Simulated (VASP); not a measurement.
Calculation: HSE06 screened hybrid, VASP's PBE PAW potentials (set 64) (plane waves; VASP).

A VASP calculation is set up with these files.

File POSCAR:
```
Al36N36
20.0502620
  0.2340260995  -0.4053450937   0.0000000000
  0.2340260995   0.4053450937   0.0000000000
  0.0000000000   0.0000000000   0.4999999993
Al N
36 36
Direct
  0.2222220000   0.1111110000   0.2497794726
  0.1111110000   0.2222220000   0.9997794726
  0.2222220000   0.1111110000   0.7497794726
  0.1111110000   0.2222220000   0.4997794726
  0.2222220000   0.4444440000   0.2497794726
  0.1111110000   0.5555560000   0.9997794726
  0.2222220000   0.4444440000   0.7497794726
  0.1111110000   0.5555560000   0.4997794726
  0.2222220000   0.7777780000   0.2497794726
  0.1111110000   0.8888890000   0.9997794726
  0.2222220000   0.7777780000   0.7497794726
  0.1111110000   0.8888890000   0.4997794726
  0.5555560000   0.1111110000   0.2497794726
  0.4444440000   0.2222220000   0.9997794726
  0.5555560000   0.1111110000   0.7497794726
  0.4444440000   0.2222220000   0.4997794726
  0.5555560000   0.4444440000   0.2497794726
  0.4444440000   0.5555560000   0.9997794726
  0.5555560000   0.4444440000   0.7497794726
  0.4444440000   0.5555560000   0.4997794726
  0.5555560000   0.7777780000   0.2497794726
  0.4444440000   0.8888890000   0.9997794726
  0.5555560000   0.7777780000   0.7497794726
  0.4444440000   0.8888890000   0.4997794726
  0.8888890000   0.1111110000   0.2497794726
  0.7777780000   0.2222220000   0.9997794726
  0.8888890000   0.1111110000   0.7497794726
  0.7777780000   0.2222220000   0.4997794726
  0.8888890000   0.4444440000   0.2497794726
  0.7777780000   0.5555560000   0.9997794726
  0.8888890000   0.4444440000   0.7497794726
  0.7777780000   0.5555560000   0.4997794726
  0.8888890000   0.7777780000   0.2497794726
  0.7777780000   0.8888890000   0.9997794726
  0.8888890000   0.7777780000   0.7497794726
  0.7777780000   0.8888890000   0.4997794726
  0.2222220000   0.1111110000   0.4412205274
  0.1111110000   0.2222220000   0.1912205274
  0.2222220000   0.1111110000   0.9412205274
  0.1111110000   0.2222220000   0.6912205274
  0.2222220000   0.4444440000   0.4412205274
  0.1111110000   0.5555560000   0.1912205274
  0.2222220000   0.4444440000   0.9412205274
  0.1111110000   0.5555560000   0.6912205274
  0.2222220000   0.7777780000   0.4412205274
  0.1111110000   0.8888890000   0.1912205274
  0.2222220000   0.7777780000   0.9412205274
  0.1111110000   0.8888890000   0.6912205274
  0.5555560000   0.1111110000   0.4412205274
  0.4444440000   0.2222220000   0.1912205274
  0.5555560000   0.1111110000   0.9412205274
  0.4444440000   0.2222220000   0.6912205274
  0.5555560000   0.4444440000   0.4412205274
  0.4444440000   0.5555560000   0.1912205274
  0.5555560000   0.4444440000   0.9412205274
  0.4444440000   0.5555560000   0.6912205274
  0.5555560000   0.7777780000   0.4412205274
  0.4444440000   0.8888890000   0.1912205274
  0.5555560000   0.7777780000   0.9412205274
  0.4444440000   0.8888890000   0.6912205274
  0.8888890000   0.1111110000   0.4412205274
  0.7777780000   0.2222220000   0.1912205274
  0.8888890000   0.1111110000   0.9412205274
  0.7777780000   0.2222220000   0.6912205274
  0.8888890000   0.4444440000   0.4412205274
  0.7777780000   0.5555560000   0.1912205274
  0.8888890000   0.4444440000   0.9412205274
  0.7777780000   0.5555560000   0.6912205274
  0.8888890000   0.7777780000   0.4412205274
  0.7777780000   0.8888890000   0.1912205274
  0.8888890000   0.7777780000   0.9412205274
  0.7777780000   0.8888890000   0.6912205274
```

**KPOINTS**
```
kpoints
0
Gamma
  1 1 1
0 0 0
```

### INCAR
```
SYSTEM = Al36N36
PREC = Normal
ENCUT = 400
EDIFF = 1E-5
NELM = 50
ALGO = Normal
LREAL = Auto
LASPH = .TRUE.
ISMEAR = 0
SIGMA = 0.05
GGA = PE
LWAVE = .FALSE.
LCHARG = .FALSE.
NELMIN = 4
HFSCREEN = 0.2
AEXX = 0.25
LHFCALC = .TRUE.
PRECFOCK = Fast
ISYM = 3
ISIF = 0
LVHAR = .TRUE.
```

POTCAR, in this order: Al N (PBE.64 set). Program: vasp_gam. Read from the step before: WAVECAR.

The run wrote:

OSZICAR:
```
       N       E                     dE             d eps       ncg     rms          rms(c)
DAV:   1    -0.626309279706E+03   -0.62631E+03   -0.17842E+01   439   0.855E+00    0.496E+01
DAV:   2    -0.626429565747E+03   -0.12029E+00   -0.37775E-01   428   0.140E+00    0.346E+01
DAV:   3    -0.626411515575E+03    0.18050E-01   -0.59261E-03   412   0.210E-01    0.211E+01
DAV:   4    -0.626404004834E+03    0.75107E-02   -0.27161E-03   399   0.108E-01    0.125E+01
DAV:   5    -0.626401642332E+03    0.23625E-02   -0.86657E-04   404   0.623E-02    0.728E+00
DAV:   6    -0.626400871229E+03    0.77110E-03   -0.21296E-04   404   0.380E-02    0.420E+00
DAV:   7    -0.626400611545E+03    0.25968E-03   -0.75834E-05   399   0.238E-02    0.241E+00
DAV:   8    -0.626400535219E+03    0.76326E-04   -0.20117E-05   239   0.134E-02    0.142E+00
DAV:   9    -0.626400509935E+03    0.25284E-04   -0.13636E-05   220   0.110E-02    0.809E-01
DAV:  10    -0.626400505684E+03    0.42514E-05   -0.48602E-06   215   0.604E-03
   1 F= -.62640051E+03 E0= -.62640051E+03  d E =-.296469E-13
```

### OUTCAR
```
------------------------ aborting loop because EDIFF is reached ----------------------------------------
  volume of cell :      764.63
      direct lattice vectors                 reciprocal lattice vectors
     4.692284609 -8.127275329  0.000000000     0.106557901 -0.061521233  0.000000000
     4.692284609  8.127275329  0.000000000     0.106557901  0.061521233  0.000000000
     0.000000000  0.000000000 10.025130986     0.000000000  0.000000000  0.099749320
  FREE ENERGIE OF THE ION-ELECTRON SYSTEM (eV)
  ---------------------------------------------------
  free  energy   TOTEN  =      -626.4005056839 eV

  energy  without entropy=     -626.4005056839  energy(sigma->0) =     -626.40050568

  exchange ACFDT corr.  =         0.00000000  see jH, gK, PRB 81, 115126
```
(Selected blocks of OUTCAR.)

The supercell is sampled at Γ alone, which is coarse: total energies, pressure and levels can be off, energies of defects by several tenths of an eV.

The cell is a supercell, built from AlN (wurtzite). The cell's shape comes from a PBE relaxation.
